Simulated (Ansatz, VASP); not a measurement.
# Al (Al wire along [110], 5 atoms a period): VASP beside Ansatz

Wanted: the spread between two codes on one cell, functional and k mesh. Of the first pair: The structure shown is the start of the Ansatz relaxation below; VASP solves that cell, so the two are compared at the walk's first step.

Calculated with Ansatz 0.2.0; plane waves, with VASP 6.6.1 beside it; single point at PBE.

## (1) Starting point

The cell holds 5 atoms: 5 Al. Cell: a = 10.840 Å, b = 11.085 Å, c = 2.857 Å, α = 90.0°, β = 90.0°, γ = 90.0°. Vacuum lies along a and b. The structure's axis is c.

## (2) Ansatz: relaxation, PBE

Ansatz runs on its default PAW (the set named soft_2) files.

The two programs are compared at the cell with which this relaxation starts, whose forces are those of its first step.

The input, input.yaml:

```yaml
crystal:
  lattice:
    - [10.84, 0.0, 0.0]
    - [0.0, 11.085, 0.0]
    - [0.0, 0.0, 2.856711396]
  atoms:
    - { symbol: Al, position: [0.5, 0.435575616, 0.0] }
    - { symbol: Al, position: [0.313653137, 0.564430437, 0.5] }
    - { symbol: Al, position: [0.686346863, 0.306720794, 0.5] }
    - { symbol: Al, position: [0.686346863, 0.564430437, 0.5] }
    - { symbol: Al, position: [0.5, 0.693285259, 0.0] }
kpoints:
  mp_grid: { grid: [1, 1, 29] }
scf:
  occupations: { method: fermi_dirac, width: 0.05 }
hamiltonian:
  xc: pbe
relax:
  cell: { fix: [a, b, alpha, beta, gamma] }
  max_steps: 60
```

Launch:

```bash
ansatz run input.yaml --threads 4 --pin off --max-ram 16384MiB --backend cpu --events-out ev --progress --plain --runs-dir out
```

Numbers of over 12 decimals in the logs are rounded to 6 here.

What it wrote:

```text
Engine: ansatz 0.2.0, aarch64-unknown-linux-gnu
Pseudopotentials: kind: paw
Pseudopotential: Al, paw, valence charge 3, recommended cutoff 420 eV (normal), Al.paw.azcp
Functional definition: PBE
  parameter kappa = 0.804
  parameter beta = 0.066725
  exchange = pbe_x(kappa = kappa, mu = beta*pi^2/3)
  correlation = pbe_c(beta = beta)
Crystal: 5 atoms, lattice volume = 343.266 Å³
Basis set: ecut = 420 eV, 6737 PW (Γ), exchange–correlation on 150×150×40 points (8 copies of the dense FFT grid, shifted against one another)
Bands: 13, of which v1, the nominal top of the filled ones, is band 8 counted from 1 (7 counted from 0)
Symmetry: 2 space group operations
Space group: Pm (ITA 6), of the structure as read, at distance tolerance 7.0e-5 Å
k-points: 15 of 29
Non-local potential: Al, projectors of the file, l = 0: 2, l = 1: 2, l = 2: 1
PAW form: soft (Blöchl's): semilocal exchange-correlation on the pseudo side does not see the compensation charge
PAW one-centre angular grid: Al, 110 points (default); XC on 64 Gauss nodes
Initial density: superposition of atomic densities (neutral atoms: chi_scale 0, normalization atom), corrected by the library's trained network
Initial wavefunctions: pseudopotential atomic-orbital guess
Functional: x = pbe(κ = 0.804, μ = 0.219515), c = pbe(β = 0.066725)
SCF iter   1: F=—  HF=-2683.815027 eV  |F-HF|=—  |Δ(HF+E_count)|=         —  Δρ=1.77e-3  dr2=4.23e-2  ethr=1.77e-3  ⟨swp⟩=8.7  Hψ=1597  notcnv=0
preconditioner: auto → LDOS  [metal: Δε(μ)=0.017 eV  Ē_g=5.284 eV  σ=0.050 eV  W_gap=0.09  n_scr=20 (ndim 8)  ℏωp=7.8 eV  f_vac=0.437  D(μ)=4.14/eV (n_scr^D=20)  β→1.0]
SCF iter   2: F=—  HF=-2683.811815 eV  |F-HF|=—  |Δ(HF+E_count)|=   3.21e-3  Δρ=6.31e-4  dr2=2.78e-3  ethr=2.82e-4  ⟨swp⟩=2.8  Hψ=442  notcnv=0
SCF iter   3: F=—  HF=-2683.812229 eV  |F-HF|=—  |Δ(HF+E_count)|=   4.13e-4  Δρ=2.40e-4  dr2=1.16e-3  ethr=1.85e-5  ⟨swp⟩=2.9  Hψ=353  notcnv=0
SCF iter   4: F=—  HF=-2683.812175 eV  |F-HF|=—  |Δ(HF+E_count)|=   5.34e-5  Δρ=9.42e-5  dr2=1.16e-4  ethr=7.72e-6  ⟨swp⟩=2.3  Hψ=271  notcnv=0
SCF iter   5: F=—  HF=-2683.812170 eV  |F-HF|=—  |Δ(HF+E_count)|=   4.97e-6  Δρ=2.29e-5  dr2=1.09e-5  ethr=7.75e-7  ⟨swp⟩=2.1  Hψ=295  notcnv=0
SCF iter   6: F=—  HF=-2683.812150 eV  |F-HF|=—  |Δ(HF+E_count)|=   1.99e-5  Δρ=6.10e-6  dr2=7.76e-7  ethr=7.27e-8  ⟨swp⟩=2.7  Hψ=323  notcnv=0
SCF iter   7: F=-2683.812150 eV  HF=-2683.812150 eV  |F-HF|=2.22e-8  |Δ(HF+E_count)|=   1.02e-8  Δρ=1.81e-6  dr2=4.16e-8  ethr=6.67e-10  ⟨swp⟩=5.0  Hψ=729  notcnv=0
SCF 1 converged in 7 iterations: F = -2683.812150 eV  dr2 = 4.16e-8
  greatest PAW one-centre occupation: 0.503 electrons in one spin orbital (limit 2), on the Al atom at site 2 (counted from 0), in its partial waves of l = 0
relax step   1: F+E_penalty+E_count = -2683.81215042 eV  Δ(F+E_penalty+E_count) = +0.000e0 eV  max|allowed force component| = 4.066e-1 eV/Å  Δτ_max = 0.0000 Å  P = -1.290 GPa  Ω = 343.266 Å³  fix = [a, b, alpha, beta, gamma]  reactions: a -0.250, b -0.678 GPa; gamma -0.359 GPa/rad  (7 SCF iters, dr2 threshold 1.00e-7 eV, accepted)
[...]
relax step  11: F+E_penalty+E_count = -2684.31975212 eV  Δ(F+E_penalty+E_count) = -2.368e-4 eV  max|allowed force component| = 4.329e-3 eV/Å  Δτ_max = 0.0275 Å  P = +0.049 GPa  Ω = 308.850 Å³  energy of the carried Pulay correction = +3.182e-3 eV  fix = [a, b, alpha, beta, gamma]  reactions: a +0.157, b -0.010 GPa; gamma -0.013 GPa/rad  (6 SCF iters, dr2 threshold 1.18e-8 eV, accepted)
[...]
relax step  12: F+E_penalty+E_count = -2684.32021666 eV  Δ(F+E_penalty+E_count) = -4.645e-4 eV  max|allowed force component| = 9.892e-3 eV/Å  Δτ_max = 0.1025 Å  P = +0.034 GPa  Ω = 308.812 Å³  energy of the carried Pulay correction = +3.186e-3 eV  fix = [a, b, alpha, beta, gamma]  reactions: a +0.142, b -0.039 GPa; gamma -0.021 GPa/rad  (9 SCF iters, accepted)
[...]
relax step  13: F+E_penalty+E_count = -2684.32028002 eV  Δ(F+E_penalty+E_count) = -6.336e-5 eV  max|allowed force component| = 5.984e-3 eV/Å  Δτ_max = 0.0366 Å  P = +0.038 GPa  Ω = 308.802 Å³  energy of the carried Pulay correction = +3.187e-3 eV  fix = [a, b, alpha, beta, gamma]  reactions: a +0.142, b -0.030 GPa; gamma -0.016 GPa/rad  (8 SCF iters, accepted)
[...]
relax step  14: F+E_penalty+E_count = -2684.31899299 eV  Δ(F+E_penalty+E_count) = +1.287e-3 eV  max|allowed force component| = 5.654e-3 eV/Å  Δτ_max = 0.0000 Å  P = +0.030 GPa  Ω = 308.802 Å³  fix = [a, b, alpha, beta, gamma]  reactions: a +0.136, b -0.035 GPa; gamma -0.016 GPa/rad  stress off target by 1.20e-2 GPa on what of the cell is left free  SCF on the basis re-selected at this cell (its energy is not comparable with the rows above)  (5 SCF iters)
basis re-selected at this cell: Δ(F+E_penalty+E_count) = +1.287e-3 eV, ΔP = -0.008 GPa vs the last step (what re-selecting the basis moved, of the pressure what is left beyond the Pulay correction that the steps carried, after the strain that the cell walked since its last selection, with what the two solves' SCF thresholds leave and, on support functions, any second-order correction that the steps lacked; it is no measure of the basis error at this ecutwfc). The dense FFT grid was sized anew with the basis: this SCF ran on 75×75×18 points, the steps before it on 75×75×20, so part of this shift can come from that change (see relax.cell in the input reference). [rest of the remark cut]
SCF converged after 5 iterations
Free energy (F): -2684.318993 eV
Harris-Foulkes:  -2684.318993 eV  (|F-HF|=1.23e-11)
Internal energy: -2684.294523 eV  (E = F + TS)
E sigma→0 (E₀):  -2684.306758 eV
Entropy (-TS):   -0.024470 eV (-4.894 meV/atom)
Fermi energy:    -0.875546 eV
--- Per-component energies (eV) ---
  E_band       = -68.736734
  E_kinetic    = 104.670260
  E_local      = -770.906873  (includes V_loc(G=0)·N_el)
  E_nonlocal   = 54.066342
  E_hartree    = 348.937402
  E_xc         = -192.065742
  E_vxc        = -135.747864  (∫ρ·V_xc dr)
  E_paw        = -2337.071565  (= ΣΔE_a)
  E_vpaw       = -18.693387  (= ΣTr[D̂ρ^β])
  E_aug_tail   = -0.000011  (compensation charges beyond the density's cutoff)
  E_ewald      = 108.075662
  E_smearing   = -0.024470  (= −TS)
  E_closure    = -0.000000  (closes the sum)
  Σ components = -2684.318993   (vs F -2684.318993, Δ=0.00e0)
--- Forces (eV/Å), atoms counted from 1 ---
  atom   1  Al     0.00160751     0.00240683     0.00000000
  atom   2  Al     0.00565621     0.00008784     0.00000000
  atom   3  Al    -0.00367782     0.00360234     0.00000000
  atom   4  Al    -0.00387627    -0.00334878     0.00000000
  atom   5  Al     0.00030240    -0.00275309     0.00000000
  max |Σ_I F_I| component: 1.20e-5 eV/Å
--- Stress (GPa, compression-positive) ---
        0.136120       0.016100       0.000000
        0.016100      -0.035421       0.000000
        0.000000       0.000000      -0.012047
  P = ⅓ Tr σ = 0.0296 GPa (0.296 kbar)
--- Relaxed structure (13 steps of the walk, 13 accepted, 1 SCFs on fresh bases) ---
  F+E_penalty+E_count = -2684.31899299 eV   max|allowed force component| = 5.654e-3 eV/Å   (the final SCF, on the basis selected at the relaxed cell)
  cell:  # Å, volume = 308.8024 Å³
    - [10.84, 0, 0.0]
    - [0, 11.085, 0.0]
    - [0.0, 0.0, 2.569897]
  atoms:
    - { symbol: Al, position: [0.511282, 0.425367, 0.0] }
    - { symbol: Al, position: [0.301017, 0.511561, 0.500000] }
    - { symbol: Al, position: [0.725290, 0.352339, 0.500000] }
    - { symbol: Al, position: [0.683834, 0.596954, 0.500000] }
    - { symbol: Al, position: [0.464923, 0.678222, 0.0] }
```

## (3) VASP: single point, PBE, start cell, pair 1

The same cell, functional, mesh and smearing now go to VASP, with its own data sets.

Lines of VASP's logs that name or quote its potential files are left out, and so is its time.

The input, INCAR:

```
SYSTEM = Al
PREC = Accurate
ENCUT = 400
EDIFF = 1E-06
NELM = 120
ISMEAR = -1
SIGMA = 0.05
LREAL = .FALSE.
ALGO = Normal
GGA = PE
NBANDS = 13
LORBIT = 11
LWAVE = .FALSE.
LCHARG = .FALSE.
ISIF = 2
LASPH = .TRUE.
GGA_COMPAT = .FALSE.
KPAR = 2
```

The input, POSCAR:

```
Al
1.0
   10.8400000000      0.0000000000      0.0000000000
    0.0000000000     11.0850000000      0.0000000000
    0.0000000000      0.0000000000      2.8567110000
Al
5
Direct
    0.5000000000      0.4355756428      0.0000000000
    0.3136531365      0.5644304014      0.5000000000
    0.6863468635      0.3067207939      0.5000000000
    0.6863468635      0.5644304014      0.5000000000
    0.5000000000      0.6932852503      0.0000000000
```

The input, KPOINTS:

```
Automatic mesh
0
Gamma
1 1 29
0 0 0
```

Potentials, in the order of the species: Al (PBE family, release 64).

Launch:

```bash
mpirun -np 2 vasp_std
```

What it wrote:

```text
[banner, memory and clock lines left out]
running    2 mpi-ranks, on    1 nodes
 distrk:  each k-point on    1 cores,    2 groups
 distr:  one band on    1 cores,    1 groups

 POSCAR found type information on POSCAR Al
 POSCAR found :  1 types and       5 ions
 LDA part: xc-table for (Slater+PW92), standard interpolation
 POSCAR, INCAR and KPOINTS ok, starting setup
 FFT: planning ... GRIDC
 FFT: planning ... GRID_SOFT
 FFT: planning ... GRID
 WAVECAR not read
 entering main loop
       N       E                     dE             d eps       ncg     rms          rms(c)
DAV:   1     0.337780845253E+02    0.33778E+02   -0.35070E+03   390   0.596E+02
DAV:   2    -0.139153989655E+02   -0.47693E+02   -0.45087E+02   561   0.981E+01
DAV:   3    -0.161825480563E+02   -0.22671E+01   -0.22181E+01   495   0.234E+01
DAV:   4    -0.162646643044E+02   -0.82116E-01   -0.82071E-01   591   0.573E+00
DAV:   5    -0.162678155774E+02   -0.31513E-02   -0.31512E-02   684   0.104E+00    0.335E+00
DAV:   6    -0.152022003444E+02    0.10656E+01   -0.22622E+00   420   0.611E+00    0.162E+00
DAV:   7    -0.150610832506E+02    0.14112E+00   -0.64186E-01   490   0.326E+00    0.685E-01
DAV:   8    -0.150361880274E+02    0.24895E-01   -0.79189E-02   475   0.154E+00    0.329E-01
DAV:   9    -0.150237428604E+02    0.12445E-01   -0.44255E-02   455   0.907E-01    0.206E-01
DAV:  10    -0.150229101036E+02    0.83276E-03   -0.67378E-03   500   0.475E-01    0.909E-02
DAV:  11    -0.150245230218E+02   -0.16129E-02   -0.47567E-03   435   0.345E-01    0.700E-02
DAV:  12    -0.150265748707E+02   -0.20518E-02   -0.12473E-03   440   0.185E-01    0.325E-02
DAV:  13    -0.150279764719E+02   -0.14016E-02   -0.27416E-04   465   0.121E-01    0.183E-02
DAV:  14    -0.150286655069E+02   -0.68903E-03   -0.10689E-04   435   0.670E-02    0.100E-02
DAV:  15    -0.150289281502E+02   -0.26264E-03   -0.29558E-05   455   0.333E-02    0.533E-03
DAV:  16    -0.150289573683E+02   -0.29218E-04   -0.61268E-06   465   0.136E-02    0.217E-03
DAV:  17    -0.150289646983E+02   -0.73300E-05   -0.17195E-06   416   0.665E-03    0.115E-03
DAV:  18    -0.150289657919E+02   -0.10937E-05   -0.68187E-07   285   0.446E-03    0.568E-04
DAV:  19    -0.150289660383E+02   -0.24635E-06   -0.12159E-07   305   0.225E-03
   1 F= -.15028966E+02 E0= -.15011744E+02  d E =-.344438E-01
```

From OUTCAR (step 3):

```text
ion  position               nearest neighbor table
   1  0.500  0.436  0.000-   2 2.86   4 2.86   2 2.86   4 2.86   5 2.86   3 2.86   3 2.86
   2  0.314  0.564  0.500-   1 2.86   1 2.86   5 2.86   5 2.86
   3  0.686  0.307  0.500-   4 2.86   1 2.86   1 2.86
   4  0.686  0.564  0.500-   1 2.86   1 2.86   3 2.86   5 2.86   5 2.86
   5  0.500  0.693  0.000-   1 2.86   2 2.86   4 2.86   2 2.86   4 2.86

  LATTYP: Found a simple orthorhombic cell.
 ALAT       =     2.8567110000
 B/A-ratio  =     3.7945735498
 C/A-ratio  =     3.8803365129

 Subroutine GETGRP returns: Found  2 space group operations
 (whereof  2 operations were pure point group operations)

The static configuration has the point symmetry C_1h.

 Found     15 irreducible k-points:

   k-points           NKPTS =     15   k-points in BZ     NKDIM =     15   number of bands    NBANDS=     13

   dimension x,y,z NGX =    72 NGY =   72 NGZ =   20
   dimension x,y,z NGXF=   144 NGYF=  144 NGZF=   40

   ENCUT  =  400.0 eV  29.40 Ry    5.42 a.u.  17.68 18.08  4.66*2*pi/ulx,y,z

   NELECT =      15.0000    total number of electrons

 k-points in reciprocal lattice and weights: Automatic mesh
   0.00000000  0.00000000  0.00000000       0.034
   0.00000000  0.00000000  0.03448276       0.069
   0.00000000  0.00000000  0.06896552       0.069
   0.00000000  0.00000000  0.10344828       0.069
   0.00000000  0.00000000  0.13793103       0.069
   0.00000000  0.00000000  0.17241379       0.069
   0.00000000  0.00000000  0.20689655       0.069
   0.00000000  0.00000000  0.24137931       0.069
   0.00000000  0.00000000  0.27586207       0.069
[...]
0.00000000  0.00000000  0.44827586       0.069
   0.00000000  0.00000000  0.48275862       0.069

 average (electrostatic) potential at core
       1 -81.6718       2 -81.8337       3 -81.8985       4 -81.7592       5 -81.8193

 E-fermi :  -1.1100

 k-point     1 :       0.0000    0.0000    0.0000
  band No.  band energies     occupation
    ...
      5      -4.6868      2.00000
      6      -3.0580      2.00000
      7      -2.6641      2.00000
      8      -1.7203      1.99999
      9      -1.1026      0.92545
     10       0.5969      0.00000
     11       1.1002      0.00000
     12       1.2960      0.00000
     13       1.8774      0.00000

 k-point     2 :       0.0000    0.0000    0.0345
  band No.  band energies     occupation
    ...
      5      -4.6657      2.00000
      6      -3.0378      2.00000
      7      -2.6440      2.00000
      8      -1.7004      1.99999
      9      -1.0825      0.73146
     10       0.6169      0.00000
     11       1.1199      0.00000
     12       1.3163      0.00000
     13       1.8976      0.00000

 k-point     3 :       0.0000    0.0000    0.0690
  band No.  band energies     occupation
    ...
      4      -5.4169      2.00000
      5      -4.6026      2.00000
      6      -2.9769      2.00000
      7      -2.5835      2.00000
      8      -1.6408      1.99995
      9      -1.0224      0.29533
     10       0.6765      0.00000
     11       1.1786      0.00000
     12       1.3768      0.00000
     13       1.9574      0.00000

  Total       -0.5451138     -1.4648761     -6.3427580      0.7697363      0.0000000      0.0000000
  in kB       -2.5442892     -6.8372300    -29.6044799      3.5927024      0.0000000      0.0000000
  external PRESSURE =     -12.9953330 kB  Pullay stress =       0.0000000 kB

  energy-cutoff  :      400.00
  volume of cell :      343.27
      direct lattice vectors                 reciprocal lattice vectors
    10.840000000  0.000000000  0.000000000     0.092250923  0.000000000  0.000000000
     0.000000000 11.085000000  0.000000000     0.000000000  0.090211998  0.000000000
     0.000000000  0.000000000  2.856711000     0.000000000  0.000000000  0.350052910

 POSITION                                       TOTAL-FORCE (eV/Angst)
 -----------------------------------------------------------------------------------
      5.42000      4.82836      0.00000        -0.203902     -0.035845      0.000000
      3.40000      6.25671      1.42836         0.159738     -0.043763      0.000000
      7.44000      3.40000      1.42836        -0.048557      0.407315      0.000000
      7.44000      6.25671      1.42836        -0.106522     -0.103799      0.000000
      5.42000      7.68507      0.00000         0.199242     -0.223909      0.000000
 -----------------------------------------------------------------------------------
    total drift:                                0.000011     -0.000020      0.000000

  FREE ENERGIE OF THE ION-ELECTRON SYSTEM (eV)
  ---------------------------------------------------
  free  energy   TOTEN  =       -15.0289660383 eV

  energy  without entropy=      -14.9945222653  energy(sigma->0) =      -15.01174415

 total charge
# of ion       s       p       d       tot
------------------------------------------
    1        0.447   0.320   0.000   0.767
    2        0.500   0.258   0.000   0.758
    3        0.502   0.251   0.000   0.753
    4        0.478   0.285   0.000   0.763
    5        0.472   0.289   0.000   0.760
--------------------------------------------------
tot          2.399   1.402   0.000   3.801

[... 3 further parts left out ...]
```

This run has no spin polarisation. Its electron count is odd, so without a moment it is a metal by construction.

(Part 1 of 2 ends here.)

[Lines on the potential files, build, host, timing and source positions are cut from VASP's logs without a mark.]

[Logs are printed without paths, hosts, clocks, repeated set-up lines and the standing remarks that a program may print on its own settings, such as how far it seeks lower states.]

[Hosts, paths, dates, database ids (printed as entryN), source tags and the programs' standing remarks are cut or masked in the printed files.]
